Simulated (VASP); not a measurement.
Level of theory: PBE GGA with D3 dispersion (zero damping), VASP's PBE PAW potentials (set 64) (plane waves; VASP 6.6.1).

The input files of a VASP run:

INCAR:
```
! general
SYSTEM  = WSe2
PREC    = Accurate
ENCUT   = 520   ! plane-wave cut-off (eV)
LREAL   = .FALSE.   ! projection in real space or not
LASPH   = .TRUE.   ! aspherical one-centre terms

! electronic loop
EDIFF   = 1E-7
NELM    = 100   ! most electronic steps
ALGO    = Normal   ! blocked Davidson
LMAXMIX = 6   ! l cut-off of mixed one-centre charges

! smearing
ISMEAR  = 0   ! Gaussian
SIGMA   = 0.05   ! width (eV)

! functional
GGA     = PE   ! PBE
IVDW    = 11

! ions
IBRION  = 2   ! conjugate gradients
NSW     = 30   ! most ionic steps
ISIF    = 4   ! ions and shape, fixed volume
EDIFFG  = -0.01   ! ionic stop

! output
LWAVE   = .FALSE.
LCHARG  = .FALSE.
```

File POSCAR:
```
WSe2
1.0
  1.6118500567  -2.7918058714   0.0000000000
  1.6118500567   2.7918058714   0.0000000000
  0.0000000000   0.0000000000  12.7575480128
W Se
2 4
direct
  0.3333330000   0.6666670000   0.2500000000
  0.6666670000   0.3333330000   0.7500000000
  0.3333330000   0.6666670000   0.8793545655
  0.6666670000   0.3333330000   0.3793545655
  0.6666670000   0.3333330000   0.1206454345
  0.3333330000   0.6666670000   0.6206454345
```

**KPOINTS**
```
Automatic mesh
0
Gamma
8 8 2
0 0 0
```

POTCAR, in this order: W_sv Se (PBE.64 set). Program: vasp_std.

What VASP printed:

### OUTCAR
```
 ion  position               nearest neighbor table
   1  0.333  0.667  0.250-   4 2.49   5 2.49   4 2.49   5 2.49   4 2.49   5 2.49
   2  0.667  0.333  0.750-   3 2.49   6 2.49   3 2.49   6 2.49   3 2.49   6 2.49
   3  0.333  0.667  0.879-   2 2.49   2 2.49   2 2.49
   4  0.667  0.333  0.379-   1 2.49   1 2.49   1 2.49
   5  0.667  0.333  0.121-   1 2.49   1 2.49   1 2.49
   6  0.333  0.667  0.621-   2 2.49   2 2.49   2 2.49
  LATTYP: Found a hexagonal cell.
 ALAT       =     3.2236998354
 C/A-ratio  =     3.9574242839
 Subroutine PRICEL returns:
 Original cell was already a primitive cell.
 Subroutine GETGRP returns: Found 24 space group operations
The static configuration has the point symmetry D_3d.
 The point group associated with its full space group is D_6h.
The dynamic configuration has the point symmetry D_3d.
 Subroutine INISYM returns: Found 24 space group operations
 Subroutine IBZKPT returns following result:
 Found     20 irreducible k-points:

 Following reciprocal coordinates:
            Coordinates               Weight
  0.000000  0.000000  0.000000      1.000000
  0.125000 -0.000000  0.000000      6.000000
  0.250000 -0.000000  0.000000      6.000000
  0.375000 -0.000000  0.000000      6.000000
  0.500000 -0.000000  0.000000      3.000000
  0.125000  0.125000  0.000000      6.000000
  0.250000  0.125000  0.000000     12.000000
  0.375000  0.125000  0.000000     12.000000
  0.250000  0.250000  0.000000      6.000000
  0.375000  0.250000  0.000000      6.000000
  0.000000  0.000000  0.500000      1.000000
  0.125000 -0.000000  0.500000      6.000000
  0.250000 -0.000000  0.500000      6.000000
  0.375000 -0.000000  0.500000      6.000000
  0.500000 -0.000000  0.500000      3.000000
  0.125000  0.125000  0.500000      6.000000
  0.250000  0.125000  0.500000     12.000000
  0.375000  0.125000  0.500000     12.000000
  0.250000  0.250000  0.500000      6.000000
  0.375000  0.250000  0.500000      6.000000
   k-points           NKPTS =     20   k-points in BZ     NKDIM =     20   number of bands    NBANDS=     31
   number of dos      NEDOS =    301   number of ions     NIONS =      6
   total plane-waves  NPLWV =  55296
   dimension x,y,z NGX =    24 NGY =   24 NGZ =   96
   dimension x,y,z NGXF=    48 NGYF=   48 NGZF=  192
   ions per type =               2   4
   PREC   = accura    normal or accurate (medium, high low for compatibility)
   ISTART =      0    job   : 0-new  1-cont  2-samecut
   ICHARG =      2    charge: 1-file 2-atom 10-const
   ISPIN  =      1    spin polarized calculation?
   LNONCOLLINEAR =      F non collinear calculations
   LSORBIT =      F    spin-orbit coupling
   INIWAV =      1    electr: 0-lowe 1-rand  2-diag
   ENCUT  =  520.0 eV  38.22 Ry    6.18 a.u.   5.99  5.99 23.72*2*pi/ulx,y,z
   NELM   =    100;   NELMIN=  2; NELMDL= -5     # of ELM steps
   EDIFF  = 0.1E-06   stopping-criterion for ELM
   LREAL  =      F    real-space projection
   NLSPLINE    = F    spline interpolate recip. space projectors
   LMAXMIX     =    6 max onsite mixed and CHGCAR
   VOSKOWN=      0    Vosko Wilk Nusair interpolation
   EDIFFG = -.1E-01   stopping-criterion for IOM
   NSW    =     30    number of steps for IOM
   NBLOCK =      1;   KBLOCK =     30    inner block; outer block
   IBRION =      2    ionic relax: 0-MD 1-quasi-New 2-CG
   NFREE  =      1    steps in history (QN), initial steepest desc. (CG)
   ISIF   =      4    stress and relaxation
   ISYM   =      2    0-nonsym 1-usesym 2-fastsym
   TEIN   =    0.0    initial temperature
   TEBEG  =    0.0;   TEEND  =   0.0 temperature during run
   SMASS  =  -3.00    Nose mass-parameter (am)
   PSTRESS=    0.0 pullay stress
   NELECT =      52.0000    total number of electrons
   EFERMI =   0.00;   METHOD = LEGACY
...
```

**OSZICAR**
```
       N       E                     dE             d eps       ncg     rms          rms(c)
DAV:   1     0.516350619886E+03    0.51635E+03   -0.28508E+04  1384   0.165E+03
DAV:   2    -0.940605587829E+01   -0.52576E+03   -0.51434E+03  1454   0.434E+02
DAV:   3    -0.436606742203E+02   -0.34255E+02   -0.33863E+02  1542   0.976E+01
DAV:   4    -0.444724890257E+02   -0.81181E+00   -0.80924E+00  1495   0.156E+01
DAV:   5    -0.444902826055E+02   -0.17794E-01   -0.17786E-01  1547   0.218E+00    0.335E+01
DAV:   6    -0.431165638211E+02    0.13737E+01   -0.78488E+00  1412   0.164E+01    0.128E+01
DAV:   7    -0.429111543436E+02    0.20541E+00   -0.33907E+00  1424   0.768E+00    0.558E+00
DAV:   8    -0.427878556017E+02    0.12330E+00   -0.56632E-01  1543   0.432E+00    0.118E+00
DAV:   9    -0.427899932731E+02   -0.21377E-02   -0.53141E-02  1622   0.117E+00    0.764E-01
DAV:  10    -0.427886544925E+02    0.13388E-02   -0.17750E-02  1558   0.851E-01    0.152E-01
DAV:  11    -0.427886058333E+02    0.48659E-04   -0.24776E-03  1537   0.313E-01    0.161E-01
DAV:  12    -0.427885622106E+02    0.43623E-04   -0.14639E-04  1575   0.767E-02    0.739E-02
DAV:  13    -0.427885646664E+02   -0.24559E-05   -0.95411E-05  1644   0.532E-02    0.478E-03
DAV:  14    -0.427885647302E+02   -0.63784E-07   -0.29475E-06  1479   0.107E-02    0.897E-03
DAV:  15    -0.427885648278E+02   -0.97605E-07   -0.21593E-07  1174   0.294E-03
   1 F= -.44907959E+02 E0= -.44907959E+02  d E =-.449080E+02
       N       E                     dE             d eps       ncg     rms          rms(c)
DAV:   1    -0.428784322421E+02   -0.89868E-01   -0.97461E+00  1275   0.146E+01    0.274E+00
DAV:   2    -0.429017192660E+02   -0.23287E-01   -0.57266E-01  1450   0.311E+00    0.134E+00
DAV:   3    -0.428963205311E+02    0.53987E-02   -0.73224E-02  1409   0.143E+00    0.918E-01
DAV:   4    -0.428924358084E+02    0.38847E-02   -0.17251E-02  1563   0.658E-01    0.361E-01
DAV:   5    -0.428925353859E+02   -0.99578E-04   -0.18407E-03  1693   0.205E-01    0.699E-02
DAV:   6    -0.428924361342E+02    0.99252E-04   -0.38575E-04  1517   0.102E-01    0.335E-02
DAV:   7    -0.428924336541E+02    0.24801E-05   -0.43392E-05  1556   0.316E-02    0.852E-03
DAV:   8    -0.428924334444E+02    0.20971E-06   -0.31692E-06  1581   0.112E-02    0.402E-03
DAV:   9    -0.428924335793E+02   -0.13494E-06   -0.28806E-07  1182   0.285E-03    0.126E-03
DAV:  10    -0.428924337056E+02   -0.12630E-06   -0.85823E-08   979   0.175E-03    0.444E-04
DAV:  11    -0.428924337146E+02   -0.89094E-08   -0.14256E-08   872   0.709E-04
   2 F= -.45009570E+02 E0= -.45009570E+02  d E =-.101612E+00
       N       E                     dE             d eps       ncg     rms          rms(c)
DAV:   1    -0.428941692256E+02   -0.17355E-02   -0.16675E-01  1275   0.190E+00    0.363E-01
DAV:   2    -0.428945795079E+02   -0.41028E-03   -0.90732E-03  1457   0.394E-01    0.160E-01
DAV:   3    -0.428944891956E+02    0.90312E-04   -0.80153E-04  1462   0.154E-01    0.110E-01
DAV:   4    -0.428944514835E+02    0.37712E-04   -0.22258E-04  1556   0.755E-02    0.442E-02
DAV:   5    -0.428944561038E+02   -0.46203E-05   -0.19631E-05  1419   0.238E-02    0.855E-03
DAV:   6    -0.428944536890E+02    0.24147E-05   -0.54508E-06  1475   0.130E-02    0.320E-03
DAV:   7    -0.428944539019E+02   -0.21283E-06   -0.43661E-07  1331   0.307E-03    0.637E-04
DAV:   8    -0.428944539571E+02   -0.55254E-07   -0.31327E-08   851   0.126E-03
   3 F= -.45011818E+02 E0= -.45011818E+02  d E =-.103859E+00
       N       E                     dE             d eps       ncg     rms          rms(c)
DAV:   1    -0.430372334757E+02   -0.14278E+00   -0.58581E+00  1256   0.158E+01    0.200E+00
DAV:   2    -0.429530546208E+02    0.84179E-01   -0.53594E-01  1449   0.398E+00    0.107E+00
DAV:   3    -0.429348344722E+02    0.18220E-01   -0.37976E-02  1501   0.121E+00    0.453E-01
DAV:   4    -0.429288831189E+02    0.59514E-02   -0.17743E-02  1432   0.695E-01    0.201E-01
DAV:   5    -0.429288818677E+02    0.12512E-05   -0.16565E-03  1380   0.234E-01    0.786E-02
DAV:   6    -0.429288216437E+02    0.60224E-04   -0.28070E-04  1601   0.930E-02    0.283E-02
DAV:   7    -0.429288225767E+02   -0.93309E-06   -0.19839E-05  1548   0.253E-02    0.137E-02
DAV:   8    -0.429288221600E+02    0.41672E-06   -0.52702E-06  1646   0.150E-02    0.293E-03
DAV:   9    -0.429288221897E+02   -0.29630E-07   -0.48316E-07  1265   0.409E-03
   4 F= -.45047759E+02 E0= -.45047759E+02  d E =-.359414E-01
       N       E                     dE             d eps       ncg     rms          rms(c)
DAV:   1    -0.429994210600E+02   -0.70599E-01   -0.35022E+00  1256   0.122E+01    0.155E+00
DAV:   2    -0.429499333602E+02    0.49488E-01   -0.31673E-01  1457   0.305E+00    0.829E-01
DAV:   3    -0.429390499881E+02    0.10883E-01   -0.22659E-02  1479   0.925E-01    0.349E-01
DAV:   4    -0.429355376413E+02    0.35123E-02   -0.10628E-02  1446   0.533E-01    0.152E-01
DAV:   5    -0.429355322325E+02    0.54088E-05   -0.10347E-03  1387   0.183E-01    0.632E-02
DAV:   6    -0.429354981570E+02    0.34075E-04   -0.17605E-04  1587   0.743E-02    0.211E-02
DAV:   7    -0.429354985186E+02   -0.36151E-06   -0.10852E-05  1565   0.193E-02    0.101E-02
DAV:   8    -0.429354980861E+02    0.43248E-06   -0.30133E-06  1641   0.112E-02    0.212E-03
DAV:   9    -0.429354980998E+02   -0.13717E-07   -0.31838E-07  1127   0.325E-03
   5 F= -.45056561E+02 E0= -.45056561E+02  d E =-.447429E-01
       N       E                     dE             d eps       ncg     rms          rms(c)
DAV:   1    -0.429355129894E+02   -0.14903E-04   -0.74320E-03  1256   0.563E-01    0.724E-02
DAV:   2    -0.429354089269E+02    0.10406E-03   -0.68035E-04  1465   0.142E-01    0.385E-02
DAV:   3    -0.429353856258E+02    0.23301E-04   -0.48975E-05  1494   0.429E-02    0.163E-02
DAV:   4    -0.429353772356E+02    0.83903E-05   -0.23553E-05  1439   0.250E-02    0.721E-03
DAV:   5    -0.429353768779E+02    0.35765E-06   -0.24734E-06  1423   0.894E-03    0.352E-03
DAV:   6    -0.429353767584E+02    0.11953E-06   -0.48161E-07  1294   0.403E-03    0.926E-04
DAV:   7    -0.429353766870E+02    0.71384E-07   -0.28565E-08   718   0.125E-03
   6 F= -.45056556E+02 E0= -.45056556E+02  d E =-.447381E-01
       N       E                     dE             d eps       ncg     rms          rms(c)
DAV:   1    -0.429354139930E+02   -0.37235E-04   -0.12094E-02  1268   0.475E-01    0.935E-02
DAV:   2    -0.429354512453E+02   -0.37252E-04   -0.63406E-04  1451   0.100E-01    0.406E-02
DAV:   3    -0.429354450624E+02    0.61829E-05   -0.37757E-05  1492   0.330E-02    0.273E-02
DAV:   4    -0.429354422561E+02    0.28062E-05   -0.13628E-05  1527   0.185E-02    0.867E-03
DAV:   5    -0.429354416375E+02    0.61862E-06   -0.13449E-06  1347   0.623E-03    0.168E-03
DAV:   6    -0.429354417602E+02   -0.12269E-06   -0.22188E-07   969   0.275E-03    0.925E-04
DAV:   7    -0.429354417061E+02    0.54095E-07   -0.21095E-08   732   0.849E-04
   7 F= -.45056582E+02 E0= -.45056582E+02  d E =-.262833E-04
       N       E                     dE             d eps       ncg     rms          rms(c)
DAV:   1    -0.429354424705E+02   -0.71026E-06   -0.21582E-03  1268   0.201E-01    0.396E-02
DAV:   2    -0.429354507007E+02   -0.82302E-05   -0.11290E-04  1443   0.422E-02    0.171E-02
DAV:   3    -0.429354508608E+02   -0.16012E-06   -0.64479E-06  1492   0.137E-02    0.115E-02
DAV:   4    -0.429354510566E+02   -0.19580E-06   -0.23953E-06  1447   0.779E-03    0.349E-03
DAV:   5    -0.429354513043E+02   -0.24765E-06   -0.26212E-07  1025   0.295E-03    0.688E-04
DAV:   6    -0.429354512072E+02    0.97034E-07   -0.48984E-08   739   0.137E-03
   8 F= -.45056608E+02 E0= -.45056608E+02  d E =-.518793E-04
```

OUTCAR:
```
------------------------ aborting loop because EDIFF is reached ----------------------------------------
 Edisp (eV)   -2.12116
  FORCE on cell =-STRESS in cart. coord.  units (eV):
  Direction    XX          YY          ZZ          XY          YZ          ZX
  --------------------------------------------------------------------------------------
  Total       2.21834     2.21834     2.26432     0.00000    -0.00000    -0.00000
  in kB      30.95509    30.95508    31.59669     0.00000    -0.00000    -0.00000
  external pressure =       31.17 kB  Pullay stress =        0.00 kB
  volume of cell :      114.82
      direct lattice vectors                 reciprocal lattice vectors
     1.629239351 -2.821924910  0.000000000     0.306891679 -0.177184020  0.000000000
     1.629239351  2.821924910 -0.000000000     0.306891679  0.177184020 -0.000000000
     0.000000000  0.000000000 12.486672537     0.000000000  0.000000000  0.080085387
 POSITION                                       TOTAL-FORCE (eV/Angst)
 -----------------------------------------------------------------------------------
      1.62924      0.94064      3.12167         0.000000      0.000000     -0.000000
      1.62924     -0.94064      9.36500        -0.000000     -0.000000     -0.000000
      1.62924      0.94064     11.05302         0.000000      0.000000      0.000378
      1.62924     -0.94064      4.80968         0.000000      0.000000      0.000378
      1.62924     -0.94064      1.43366        -0.000000     -0.000000     -0.000378
      1.62924      0.94064      7.67699        -0.000000      0.000000     -0.000378
 -----------------------------------------------------------------------------------
    total drift:                                0.000133      0.001035     -0.000033
  FREE ENERGIE OF THE ION-ELECTRON SYSTEM (eV)
  ---------------------------------------------------
  free  energy   TOTEN  =       -45.0566080125 eV

  energy  without entropy=      -45.0566080125  energy(sigma->0) =      -45.05660801

 reached required accuracy - stopping structural energy minimisation
```
(Selected blocks of OUTCAR.)

CONTCAR:
```
WSe2
   1.00000000000000
     1.6292393506419902   -2.8219249095407837    0.0000000000000000
     1.6292393506419902    2.8219249095407837   -0.0000000000000000
     0.0000000000000000    0.0000000000000000   12.4866725369349947
  W               Se
     2     4
Direct
     0.3333330000000032    0.6666669999999968    0.2500000000000000
     0.6666669999999968    0.3333330000000032    0.7500000000000000
     0.3333330000000032    0.6666669999999968    0.8851851370899212
     0.6666669999999968    0.3333330000000032    0.3851851370899212
     0.6666669999999968    0.3333330000000032    0.1148148629100788
     0.3333330000000032    0.6666669999999968    0.6148148629100788
```

The compound is WSe2 in the 2H layered structure. This cell is one point of a volume scan, at 0.94 of the reference volume. Symmetry was kept, so distortions that lower it aren't found.
